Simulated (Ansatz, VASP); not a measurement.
# Rh in two plane-wave programs

One calculation is typed for both programs; each brings its own data sets. How far apart do they land? The structure shown is the end of the Ansatz relaxation below.

Calculated with Ansatz 0.2.0; plane waves, with VASP 6.6.1 beside it; single point at PBEsol.

## 1. The starting structure

The structure is trigonal, space group R-3m (No. 166). Conventional cell: a = 2.593 Å, b = 2.593 Å, c = 6.656 Å, α = 90.00°, β = 90.00°, γ = 120.00°. Nearest to Rh lie 12 Rh at 2.59 to 2.68 Å.

## 2. Ansatz: relaxation, PBEsol

Ansatz runs on its PAW soft_1 files.

This run makes the geometry at which the two programs are then compared.

The input, input.yaml:

```yaml
crystal:
  lattice:
    - [2.59273725, 0.0, 0.0]
    - [-1.296368625, 2.2453763238, 0.0]
    - [0.0, 0.0, 6.665152418]
  atoms:
    - { symbol: Rh, position: [0.0, 0.0, 0.0] }
    - { symbol: Rh, position: [0.3333333, 0.6666667, 0.3333333] }
    - { symbol: Rh, position: [0.6666667, 0.3333333, 0.6666667] }
kpoints:
  mp_grid: { grid: [19, 19, 7] }
scf:
  occupations: { method: fermi_dirac, width: 0.05 }
hamiltonian:
  xc: pbesol
  pseudopotentials: { kind: paw, azcp: { folder: soft_1 }, xc_functional: pbe }
basis:
  ecutwfc: 600
output:
  forces: true
  stress: true
relax:
  f_tol: 0.005
  max_steps: 70
  cell: { stress_tol: 0.02, p_target: 0, fix: [a, b, alpha, beta, gamma] }
```

Command:

```sh
> ansatz run input.yaml --threads 4 --pin off --max-ram 10240MiB --backend cpu --events-out ev --progress --plain --runs-dir out
```

Numbers of over 12 decimals in the logs are rounded to 6 here.

What it wrote:

```text
Engine: ansatz 0.2.0, aarch64-unknown-linux-gnu
Pseudopotentials: kind: paw
Pseudopotential: Rh, paw, valence charge 17, recommended cutoff 420 eV (normal), soft_1/Rh.paw.azcp
Functional definition: PBEsol
  exchange = pbesol_x
  correlation = pbesol_c
Crystal: 3 atoms, lattice volume = 38.802 Å³
Basis set: ecut = 600 eV, 1275 PW (Γ), exchange–correlation on 48×48×108 points (8 copies of the dense FFT grid, shifted against one another)
Bands: 31, of which v1, the nominal top of the filled ones, is band 26 counted from 1 (25 counted from 0)
Symmetry: 36 space group operations
Space group: R-3m (ITA 166), of the structure as read, at distance tolerance 3.4e-5 Å
k-points: 250 of 2527
Non-local potential: Rh, projectors of the file, l = 0: 3, l = 1: 2, l = 2: 2, l = 3: 1
PAW form: soft (Blöchl's): semilocal exchange-correlation on the pseudo side does not see the compensation charge
PAW frozen core: Rh, regenerated for the run's functional, and the local potential with it (the file was generated under x = pbe(κ = 0.804, μ = 0.219515), c = pbe(β = 0.066725))
PAW one-centre angular grid: Rh, 590 points (default); XC on 64 Gauss nodes
Initial density: superposition of atomic densities (chi_scale 0.1, normalization cell)
Initial wavefunctions: pseudopotential atomic-orbital guess
Functional: x = pbesol(κ = 0.804, μ = 0.123457), c = pbesol(β = 0.046)
SCF iter   1: F=—  HF=-19017.908889 eV  |F-HF|=—  |Δ(HF+E_count)|=         —  Δρ=1.22e-1  dr2=5.20e0  ethr=3.10e-3  ⟨swp⟩=5.0  Hψ=26690  notcnv=0
preconditioner: auto → Kerker (q_TF=auto, 2.855 Å⁻¹)  [metal: Δε(μ)=0.006 eV  Ē_g=7.472 eV  σ=0.050 eV  W_gap=0.03  n_scr=12 (ndim 8)  ℏωp=31.0 eV  f_vac=0.000  D(μ)=3.35/eV (n_scr^D=38)]
SCF iter   2: F=—  HF=-19016.541091 eV  |F-HF|=—  |Δ(HF+E_count)|=    1.37e0  Δρ=5.70e-2  dr2=1.09e0  ethr=3.10e-3  ⟨swp⟩=2.0  Hψ=14291  notcnv=0
SCF iter   3: F=—  HF=-19016.223648 eV  |F-HF|=—  |Δ(HF+E_count)|=   3.17e-1  Δρ=1.06e-2  dr2=1.87e-2  ethr=2.13e-3  ⟨swp⟩=2.0  Hψ=12334  notcnv=0
SCF iter   4: F=—  HF=-19016.223727 eV  |F-HF|=—  |Δ(HF+E_count)|=   7.83e-5  Δρ=1.22e-3  dr2=4.72e-4  ethr=3.66e-5  ⟨swp⟩=2.1  Hψ=12880  notcnv=0
SCF iter   5: F=—  HF=-19016.223686 eV  |F-HF|=—  |Δ(HF+E_count)|=   4.06e-5  Δρ=3.08e-4  dr2=2.24e-5  ethr=9.25e-7  ⟨swp⟩=2.1  Hψ=11390  notcnv=0
SCF iter   6: F=—  HF=-19016.223668 eV  |F-HF|=—  |Δ(HF+E_count)|=   1.79e-5  Δρ=5.32e-5  dr2=7.34e-7  ethr=4.40e-8  ⟨swp⟩=2.9  Hψ=14471  notcnv=0
SCF iter   7: F=-19016.223668 eV  HF=-19016.223668 eV  |F-HF|=3.37e-8  |Δ(HF+E_count)|=   7.29e-8  Δρ=1.40e-5  dr2=5.47e-8  ethr=1.96e-10  ⟨swp⟩=4.0  Hψ=25180  notcnv=0
SCF 1 converged in 7 iterations: F = -19016.223668 eV  dr2 = 5.47e-8
  greatest PAW one-centre occupation: 0.999 electrons in one spin orbital (limit 2), on the Rh atom at site 2 (counted from 0), in its partial waves of l = 0
relax step   1: F+E_penalty+E_count = -19016.22366803 eV  Δ(F+E_penalty+E_count) = +0.000e0 eV  max|allowed force component| = 1.589e-27 eV/Å  Δτ_max = 0.0000 Å  P = +15.292 GPa  Ω = 38.802 Å³  fix = [a, b, alpha, beta, gamma]  reactions: a +23.343, b +23.343 GPa  (7 SCF iters, dr2 threshold 1.00e-7 eV, accepted)
[...]
relax step   2: F+E_penalty+E_count = -19016.22376186 eV  Δ(F+E_penalty+E_count) = -9.383e-5 eV  max|allowed force component| = 3.095e-27 eV/Å  Δτ_max = 0.0000 Å  P = +16.009 GPa  Ω = 38.717 Å³  energy of the carried Pulay correction = +5.785e-6 eV  fix = [a, b, alpha, beta, gamma]  reactions: a +23.772, b +23.772 GPa  (6 SCF iters, dr2 threshold 3.00e-7 eV, accepted)
[...]
relax step   3: F+E_penalty+E_count = -19016.22380717 eV  Δ(F+E_penalty+E_count) = -4.532e-5 eV  max|allowed force component| = 8.527e-28 eV/Å  Δτ_max = 0.0000 Å  P = +15.740 GPa  Ω = 38.749 Å³  energy of the carried Pulay correction = +3.623e-6 eV  fix = [a, b, alpha, beta, gamma]  reactions: a +23.612, b +23.612 GPa  (6 SCF iters, dr2 threshold 3.00e-7 eV, accepted)
[...]
relax step   4: F+E_penalty+E_count = -19016.22380286 eV  Δ(F+E_penalty+E_count) = +4.315e-6 eV  max|allowed force component| = 7.480e-29 eV/Å  Δτ_max = 0.0000 Å  P = +15.740 GPa  Ω = 38.749 Å³  fix = [a, b, alpha, beta, gamma]  reactions: a +23.612, b +23.612 GPa  stress off target by 3.11e-3 GPa on what of the cell is left free  SCF on the basis re-selected at this cell (its energy is not comparable with the rows above)  (7 SCF iters)
basis re-selected at this cell: Δ(F+E_penalty+E_count) = +4.315e-6 eV, ΔP = +0.000 GPa vs the last step (what re-selecting the basis moved, of the pressure what is left beyond the Pulay correction that the steps carried, after the strain that the cell walked since its last selection, with what the two solves' SCF thresholds leave and, on support functions, any second-order correction that the steps lacked; it is no m [...]
SCF converged after 7 iterations
Free energy (F): -19016.223803 eV
Harris-Foulkes:  -19016.223803 eV  (|F-HF|=7.28e-12)
Internal energy: -19016.193274 eV  (E = F + TS)
E sigma→0 (E₀):  -19016.208538 eV
Entropy (-TS):   -0.030529 eV (-10.176 meV/atom)
Fermi energy:    24.107900 eV
--- Per-component energies (eV) ---
  E_band       = -179.699230
  E_kinetic    = 1620.446602
  E_local      = -4191.359794  (includes V_loc(G=0)·N_el)
  E_nonlocal   = 900.374589
  E_hartree    = 1562.128354
  E_xc         = -605.289438
  E_vxc        = -762.515763  (∫ρ·V_xc dr)
  E_paw        = -10621.558871  (= ΣΔE_a)
  E_vpaw       = -870.900688  (= ΣTr[D̂ρ^β])
  E_aug_tail   = -0.000884  (compensation charges beyond the density's cutoff)
  E_ewald      = -7681.762434
  E_core_change = 0.828602  (= ΣΔE_core)
  E_smearing   = -0.030529  (= −TS)
  E_closure    = 0.000000  (closes the sum)
  Σ components = -19016.223803   (vs F -19016.223803, Δ=0.00e0)
--- Forces (eV/Å), atoms counted from 1 ---
  atom   1  Rh    -0.00000000     0.00000000    -0.00000000
  atom   2  Rh     0.00000000     0.00000000     0.00000000
  atom   3  Rh    -0.00000000    -0.00000000     0.00000000
  max |Σ_I F_I| component: 4.49e-29 eV/Å
--- Stress (GPa, compression-positive) ---
       23.611699       0.000000      -0.000000
        0.000000      23.611699      -0.000000
       -0.000000      -0.000000      -0.003106
  P = ⅓ Tr σ = 15.7401 GPa (157.401 kbar)
--- Relaxed structure (3 steps of the walk, 3 accepted, 1 SCFs on fresh bases) ---
  F+E_penalty+E_count = -19016.22380286 eV   max|allowed force component| = 7.480e-29 eV/Å   (the final SCF, on the basis selected at the relaxed cell)
  cell:  # Å, volume = 38.7490 Å³
    - [2.592737, 0, 0]
    - [-1.296369, 2.245376, 0]
    - [0, 0, 6.655998]
  atoms:
    - { symbol: Rh, position: [0, 0, 0] }
    - { symbol: Rh, position: [0.333333, 0.666667, 0.333333] }
    - { symbol: Rh, position: [0.666667, 0.333333, 0.666667] }
```

## 3. VASP: single point, PBEsol, pair 1

The same cell, functional, mesh and smearing now go to VASP, with its own data sets.

Lines of VASP's logs that name or quote its potential files are left out, and so is its time.

The input, INCAR:

```
SYSTEM = Rh
PREC = Accurate
ENCUT = 500
EDIFF = 1E-06
NELM = 120
ISMEAR = -1
SIGMA = 0.05
LREAL = .FALSE.
ALGO = Normal
GGA = PS
NBANDS = 28
LASPH = .TRUE.
LORBIT = 11
LWAVE = .FALSE.
LCHARG = .FALSE.
ISIF = 2
GGA_COMPAT = .FALSE.
KPAR = 2
```

The input, POSCAR:

```
Rh
1.0
    2.5927372500      0.0000000000      0.0000000000
   -1.2963686250      2.2453763238      0.0000000000
    0.0000000000      0.0000000000      6.6559984464
Rh
3
Direct
    0.0000000000      0.0000000000      0.0000000000
    0.3333333333      0.6666666667      0.3333333333
    0.6666666667      0.3333333333      0.6666666667
```

The input, KPOINTS:

```
Automatic mesh
0
Gamma
19 19 7
0 0 0
```

Potentials, in the order of the species: Rh_pv (PBE family, release 64).

Command:

```sh
> mpirun -np 2 vasp_std
```

What it wrote:

```text
[banner, memory and clock lines left out]
running    2 mpi-ranks, on    1 nodes
 distrk:  each k-point on    1 cores,    2 groups
 distr:  one band on    1 cores,    1 groups

 POSCAR found type information on POSCAR Rh
 POSCAR found :  1 types and       3 ions
|                                                                             |
|               ----> ADVICE to this user running VASP <----                  |
|                                                                             |
|     You enforced a specific xc type in the INCAR file but a different       |
|     [... a line on the potential file left out ...]
|     I HOPE YOU KNOW WHAT YOU ARE DOING!                                     |
|                                                                             |

 LDA part: xc-table for (Slater+PW92), standard interpolation
 POSCAR, INCAR and KPOINTS ok, starting setup
 FFT: planning ... GRIDC
 FFT: planning ... GRID_SOFT
 FFT: planning ... GRID
 WAVECAR not read
 entering main loop
       N       E                     dE             d eps       ncg     rms          rms(c)
DAV:   1     0.539856878114E+03    0.53986E+03   -0.27022E+04 14128   0.180E+03
DAV:   2    -0.960904542041E+01   -0.54947E+03   -0.53543E+03 14748   0.563E+02
DAV:   3    -0.259483022441E+02   -0.16339E+02   -0.15951E+02 15000   0.106E+02
DAV:   4    -0.260895861240E+02   -0.14128E+00   -0.14122E+00 15096   0.101E+01
DAV:   5    -0.260918452086E+02   -0.22591E-02   -0.22591E-02 15092   0.131E+00    0.224E+01
DAV:   6    -0.243582469437E+02    0.17336E+01   -0.50868E+00 14428   0.200E+01    0.763E+00
DAV:   7    -0.242738233735E+02    0.84424E-01   -0.20730E-01 15072   0.343E+00    0.280E+00
DAV:   8    -0.242620337722E+02    0.11790E-01   -0.27924E-02 14380   0.181E+00    0.754E-01
DAV:   9    -0.242605655531E+02    0.14682E-02   -0.13733E-03 14596   0.422E-01    0.430E-02
DAV:  10    -0.242605813430E+02   -0.15790E-04   -0.14899E-05 16116   0.321E-02    0.117E-02
DAV:  11    -0.242605809988E+02    0.34411E-06   -0.36023E-06 12564   0.171E-02
   1 F= -.24260581E+02 E0= -.24245318E+02  d E =-.305269E-01
```

OUTCAR, selected parts (step 3):

```text
ion  position               nearest neighbor table
   1  0.000  0.000  0.000-   2 2.68   3 2.68   2 2.68   3 2.68   3 2.68   2 2.68
   2  0.333  0.667  0.333-   1 2.68   1 2.68   1 2.68   3 2.68   3 2.68   3 2.68
   3  0.667  0.333  0.667-   1 2.68   1 2.68   1 2.68   2 2.68   2 2.68   2 2.68

  LATTYP: Found a hexagonal cell.
 ALAT       =     2.5927372500
 C/A-ratio  =     2.5671704475

 Subroutine GETGRP returns: Found 12 space group operations
 (whereof 12 operations were pure point group operations)

The static configuration has the point symmetry D_3d.

 Found    250 irreducible k-points:

   k-points           NKPTS =    250   k-points in BZ     NKDIM =    250   number of bands    NBANDS=     28

   dimension x,y,z NGX =    20 NGY =   20 NGZ =   50
   dimension x,y,z NGXF=    40 NGYF=   40 NGZF=  100

   ENCUT  =  500.0 eV  36.75 Ry    6.06 a.u.   4.73  4.73 12.14*2*pi/ulx,y,z

   NELECT =      45.0000    total number of electrons

 k-points in reciprocal lattice and weights: Automatic mesh
   0.00000000  0.00000000  0.00000000       0.000
   0.05263158 -0.00000000  0.00000000       0.002
   0.10526316 -0.00000000  0.00000000       0.002
   0.15789474 -0.00000000  0.00000000       0.002
   0.21052632 -0.00000000  0.00000000       0.002
   0.26315789 -0.00000000  0.00000000       0.002
   0.31578947 -0.00000000  0.00000000       0.002
   0.36842105 -0.00000000  0.00000000       0.002
   0.42105263 -0.00000000  0.00000000       0.002
[...]
0.36842105  0.26315789  0.42857143       0.005
   0.31578947  0.31578947  0.42857143       0.005

 average (electrostatic) potential at core
       1 -69.7084       2 -69.7084       3 -69.7084

 E-fermi :  12.9316

 k-point     1 :       0.0000    0.0000    0.0000
  band No.  band energies     occupation
    ...
     23      11.9034      2.00000
     24      12.7755      1.91551
     25      12.7755      1.91551
     26      12.7756      1.91550
     27      12.7756      1.91550
     28      25.0786      0.00000

 k-point     2 :       0.0526   -0.0000    0.0000
  band No.  band energies     occupation
    ...
     21      10.2346      2.00000
     22      11.8384      2.00000
     23      11.8958      2.00000
     24      12.5171      1.99950
     25      12.8063      1.84918
     26      13.0031      0.38605
     27      13.2445      0.00382
     28      25.1302      0.00000

 k-point     3 :       0.1053   -0.0000    0.0000
  band No.  band energies     occupation
    ...
     20      10.0352      2.00000
     21      10.0979      2.00000
     22      11.6609      2.00000
     23      11.8853      2.00000
     24      12.2421      2.00000
     25      13.1913      0.01103
     26      13.2262      0.00551
     27      13.9520      0.00000
     28      25.2623      0.00000

  Total        5.7043624      5.7043624     -0.0084146      0.0000000      0.0000000      0.0000000
  in kB      235.8613779    235.8613778     -0.3479231      0.0000000      0.0000000      0.0000000
  external PRESSURE =     157.1249442 kB  Pullay stress =       0.0000000 kB

  energy-cutoff  :      500.00
  volume of cell :       38.75
      direct lattice vectors                 reciprocal lattice vectors
     2.592737250  0.000000000  0.000000000     0.385692765  0.222679822  0.000000000
    -1.296368625  2.245376324  0.000000000     0.000000000  0.445359644  0.000000000
     0.000000000  0.000000000  6.655998446     0.000000000  0.000000000  0.150240420

 POSITION                                       TOTAL-FORCE (eV/Angst)
 -----------------------------------------------------------------------------------
      0.00000      0.00000      0.00000         0.000000      0.000000      0.000000
     -0.00000      1.49692      2.21867        -0.000000      0.000000      0.000000
      1.29637      0.74846      4.43733        -0.000000     -0.000000     -0.000000
 -----------------------------------------------------------------------------------
    total drift:                               -0.000000      0.000000      0.000000

  FREE ENERGIE OF THE ION-ELECTRON SYSTEM (eV)
  ---------------------------------------------------
  free  energy   TOTEN  =       -24.2605809988 eV

  energy  without entropy=      -24.2300540705  energy(sigma->0) =      -24.24531753

 total charge
# of ion       s       p       d       tot
------------------------------------------
    1        0.437   6.349   7.118  13.904
    2        0.437   6.349   7.118  13.904
    3        0.437   6.349   7.118  13.904
--------------------------------------------------
tot          1.311  19.047  21.354  41.711

[... 3 further parts left out ...]
```

The run ends at a pressure of 15.71 GPa.

## 4. Comparison

Known differences besides the potentials themselves: the data sets hold 51 valence electrons in Ansatz (on its PAW soft_1 files) and 45 in VASP; the cutoff is 600 eV in Ansatz and 500 eV in VASP; Ansatz makes its cores anew for this functional, VASP keeps those of its PBE data sets; Ansatz's pressure holds a Pulay correction, VASP's none. Total energies have different zeros and are not compared.

Both answers:

| quantity | Ansatz | VASP | difference |
| --- | --- | --- | --- |
| pressure (GPa) | 15.74 | 15.71 | +0.03 |

## 5. Ansatz: relaxation, PBEsol

This run makes the geometry at which the two programs are then compared. The cell compared in this pair holds 39.32 Å³, against 38.75 Å³ for the pair before.

The structure compared here is the end of the Ansatz relaxation.

Edit input.yaml of step 2 so:

```diff
@@ -2,5 +2,5 @@
   lattice:
-    - [2.59273725, 0.0, 0.0]
-    - [-1.296368625, 2.2453763238, 0.0]
-    - [0.0, 0.0, 6.665152418]
+    - [2.6194665, 0.0, 0.0]
+    - [-1.30973325, 2.2685245334, 0.0]
+    - [0.0, 0.0, 6.625868612]
   atoms:
```

Command:

```sh
> ansatz run input.yaml --threads 4 --pin off --max-ram 10240MiB --backend cpu --events-out ev --progress --plain --runs-dir out
```

What it wrote:

```text
[...]
Crystal: 3 atoms, lattice volume = 39.373 Å³
Basis set: ecut = 600 eV, 1299 PW (Γ), exchange–correlation on 48×48×108 points (8 copies of the dense FFT grid, shifted against one another)
Bands: 31, of which v1, the nominal top of the filled ones, is band 26 counted from 1 (25 counted from 0)
Symmetry: 36 space group operations
[...]
k-points: 250 of 2527
[...]
-0.000000      -0.000000      -0.002742
  P = ⅓ Tr σ = 9.9244 GPa (99.244 kbar)
--- Relaxed structure (3 steps of the walk, 3 accepted, 1 SCFs on fresh bases) ---
[...]
cell:  # Å, volume = 39.3222 Å³
    - [2.619467, 0, 0]
    - [-1.309733, 2.268525, 0]
    - [0, 0, 6.617315]
  atoms:
    - { symbol: Rh, position: [0, 0, 0.0] }
    - { symbol: Rh, position: [0.333333, 0.666667, 0.333333] }
    - { symbol: Rh, position: [0.666667, 0.333333, 0.666667] }
[key lines of the parts left out:]
SCF converged after 7 iterations
Free energy (F): -19016.319609 eV
Fermi energy:    23.663548 eV
```

## 6. VASP: single point, PBEsol, pair 2

The same cell, functional, mesh and smearing now go to VASP, with its own data sets.

INCAR is that of step 3.

The input, POSCAR:

```
Rh
1.0
    2.6194665000      0.0000000000      0.0000000000
   -1.3097332500      2.2685245334      0.0000000000
    0.0000000000      0.0000000000      6.6173153889
Rh
3
Direct
    0.0000000000      0.0000000000      0.0000000000
    0.3333333333      0.6666666667      0.3333333333
    0.6666666667      0.3333333333      0.6666666667
```

KPOINTS is that of step 3.

Command:

```sh
> mpirun -np 2 vasp_std
```

What it wrote:

```text
[banner, memory and clock lines left out]
running    2 mpi-ranks, on    1 nodes
[...]
[... a notice as in an earlier step ...]

 LDA part: xc-table for (Slater+PW92), standard interpolation
 POSCAR, INCAR and KPOINTS ok, starting setup
[...]
entering main loop
       N       E                     dE             d eps       ncg     rms          rms(c)
DAV:   1     0.535627976239E+03    0.53563E+03   -0.26969E+04 14168   0.180E+03
DAV:   2    -0.990523219853E+01   -0.54553E+03   -0.53157E+03 14696   0.560E+02
DAV:   3    -0.260682403353E+02   -0.16163E+02   -0.15733E+02 15040   0.105E+02
DAV:   4    -0.262118483289E+02   -0.14361E+00   -0.14351E+00 15128   0.101E+01
[...]
DAV:   9    -0.243565644923E+02    0.14504E-02   -0.13448E-03 14608   0.417E-01    0.414E-02
DAV:  10    -0.243565798752E+02   -0.15383E-04   -0.14587E-05 16080   0.316E-02    0.112E-02
DAV:  11    -0.243565794244E+02    0.45082E-06   -0.34372E-06 12420   0.166E-02
   1 F= -.24356579E+02 E0= -.24341214E+02  d E =-.307314E-01
```

Parts of OUTCAR (step 6):

```text
  Total        3.6483386      3.6483386     -0.0063086      0.0000000     -0.0000000      0.0000000
  in kB      148.6509054    148.6509054     -0.2570430      0.0000000     -0.0000000      0.0000000
  external PRESSURE =      99.0149226 kB  Pullay stress =       0.0000000 kB

 POSITION                                       TOTAL-FORCE (eV/Angst)
 -----------------------------------------------------------------------------------
      0.00000      0.00000      0.00000        -0.000000     -0.000000     -0.000000
     -0.00000      1.51235      2.20577         0.000000     -0.000000     -0.000000
      1.30973      0.75617      4.41154        -0.000000      0.000000      0.000000
 -----------------------------------------------------------------------------------
    total drift:                               -0.000000      0.000000      0.000000

  FREE ENERGIE OF THE ION-ELECTRON SYSTEM (eV)
  ---------------------------------------------------
  free  energy   TOTEN  =       -24.3565794244 eV

  energy  without entropy=      -24.3258479985  energy(sigma->0) =      -24.34121371

[... 1 part as in an earlier step ...]

[... 2 further parts left out ...]
[key lines of the parts left out:]
E-fermi :  12.6473
```

The run ends at a pressure of 9.90 GPa.

## 7. Side by side

What differs besides the data sets and the points named for the pairs above, as far as they apply: the data sets hold 51 valence electrons in Ansatz (on its PAW soft_1 files) and 45 in VASP. Total energies have different zeros and are not compared.

The two programs side by side:

| quantity | Ansatz | VASP | difference |
| --- | --- | --- | --- |
| pressure (GPa) | 9.92 | 9.90 | +0.02 |

## 8. What came out

```
difference in pressure (single point, PBEsol, pair 1) : 0.028 GPa
difference in pressure (single point, PBEsol, pair 2) : 0.023 GPa
```

The difference in pressure is 0.028 GPa (single point, PBEsol, pair 1), within the 1 GPa picked in this series as the mark of a large difference. The data sets hold unlike numbers of valence electrons (51 in Ansatz and 45 in VASP), so part of the differences comes from the potentials. Such differences can come from data sets, numerical settings and the points named under the comparisons, not from the functional's error against experiment.

[Lines on the potential files, build, host, timing and source positions are cut from VASP's logs without a mark.]

[Logs are printed without paths, hosts, clocks, repeated set-up lines and the standing remarks that a program may print on its own settings, such as how far it seeks lower states.]

[Hosts, paths, dates, database ids (printed as entryN), source tags and the programs' standing remarks are cut or masked in the printed files.]
